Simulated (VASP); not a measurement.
```
AlN
1.0
    0.00000     2.19000     2.19000
    2.19000     0.00000     2.19000
    2.19000     2.19000     0.00000
Al N
1 1
Cartesian
  0.00000   0.00000   0.00000
  1.09500   1.09500   1.09500
```

Calculation: G0W0 on PBE orbitals, VASP's PBE PAW potentials (set 64) (plane waves; VASP). Run with PREC = Normal, 500 eV cut-off, 4×4×4 Γ-centred mesh, Gaussian smearing of 0.010 eV, potentials Al_GW N_GW_new.

The mesh is coarse and the basis finite, so the quasiparticle values are not converged.

NBANDS = 240, ENCUTGW = 250 eV, NOMEGA = 64. The PBE levels (eV) that the step starts from are:

```csv
state,KS energy,filling
"k1 (0.00, 0.00, 0.00), band 1",-9.34,2
"k1 (0.00, 0.00, 0.00), band 2",5.61,2
"k1 (0.00, 0.00, 0.00), band 3",5.61,2
"k1 (0.00, 0.00, 0.00), band 4",5.61,2
"k1 (0.00, 0.00, 0.00), band 5",9.71,0
"k1 (0.00, 0.00, 0.00), band 6",18.04,0
"k1 (0.00, 0.00, 0.00), band 7",18.04,0
"k1 (0.00, 0.00, 0.00), band 8",18.04,0
"k4 (0.25, 0.25, 0.00), band 1",-8.22,2
"k4 (0.25, 0.25, 0.00), band 2",2.72,2
"k4 (0.25, 0.25, 0.00), band 3",4.63,2
"k4 (0.25, 0.25, 0.00), band 4",4.63,2
"k4 (0.25, 0.25, 0.00), band 5",11.51,0
"k4 (0.25, 0.25, 0.00), band 6",15.76,0
"k4 (0.25, 0.25, 0.00), band 7",17.03,0
"k4 (0.25, 0.25, 0.00), band 8",19.51,0
"k8 (-0.25, 0.50, 0.25), band 1",-6.62,2
"k8 (-0.25, 0.50, 0.25), band 2",1.82,2
"k8 (-0.25, 0.50, 0.25), band 3",2.19,2
"k8 (-0.25, 0.50, 0.25), band 4",2.91,2
"k8 (-0.25, 0.50, 0.25), band 5",11.62,0
"k8 (-0.25, 0.50, 0.25), band 6",16.97,0
"k8 (-0.25, 0.50, 0.25), band 7",17.47,0
"k8 (-0.25, 0.50, 0.25), band 8",17.65,0
```

### Question
Give the quasiparticle energies and renormalisation factors Z.

### Answer

| state | QP energy (eV) | Z |
|---|---|---|
| k1 (0.00, 0.00, 0.00), band 1 | -10.92 | 0.70 |
| k1 (0.00, 0.00, 0.00), band 2 | 4.43 | 0.77 |
| k1 (0.00, 0.00, 0.00), band 3 | 4.43 | 0.77 |
| k1 (0.00, 0.00, 0.00), band 4 | 4.43 | 0.77 |
| k1 (0.00, 0.00, 0.00), band 5 | 10.24 | 0.80 |
| k1 (0.00, 0.00, 0.00), band 6 | 18.87 | 0.80 |
| k1 (0.00, 0.00, 0.00), band 7 | 18.87 | 0.80 |
| k1 (0.00, 0.00, 0.00), band 8 | 18.87 | 0.80 |
| k4 (0.25, 0.25, 0.00), band 1 | -9.77 | 0.71 |
| k4 (0.25, 0.25, 0.00), band 2 | 1.42 | 0.76 |
| k4 (0.25, 0.25, 0.00), band 3 | 3.36 | 0.77 |
| k4 (0.25, 0.25, 0.00), band 4 | 3.36 | 0.77 |
| k4 (0.25, 0.25, 0.00), band 5 | 12.03 | 0.80 |
| k4 (0.25, 0.25, 0.00), band 6 | 16.50 | 0.81 |
| k4 (0.25, 0.25, 0.00), band 7 | 17.70 | 0.78 |
| k4 (0.25, 0.25, 0.00), band 8 | 20.32 | 0.77 |
| k8 (-0.25, 0.50, 0.25), band 1 | -8.16 | 0.71 |
| k8 (-0.25, 0.50, 0.25), band 2 | 0.46 | 0.74 |
| k8 (-0.25, 0.50, 0.25), band 3 | 0.79 | 0.75 |
| k8 (-0.25, 0.50, 0.25), band 4 | 1.59 | 0.76 |
| k8 (-0.25, 0.50, 0.25), band 5 | 12.11 | 0.80 |
| k8 (-0.25, 0.50, 0.25), band 6 | 17.64 | 0.79 |
| k8 (-0.25, 0.50, 0.25), band 7 | 18.13 | 0.78 |
| k8 (-0.25, 0.50, 0.25), band 8 | 18.69 | 0.77 |
On the mesh the gap opens from 3.28 to 4.81 eV.

The compound is AlN in the zinc blende structure, a metastable form; wurtzite is the usual one. The cell was not relaxed at this level. The k-mesh is coarse (spacing up to 0.62 per Å, 2π included), so the numbers may not be converged in it.
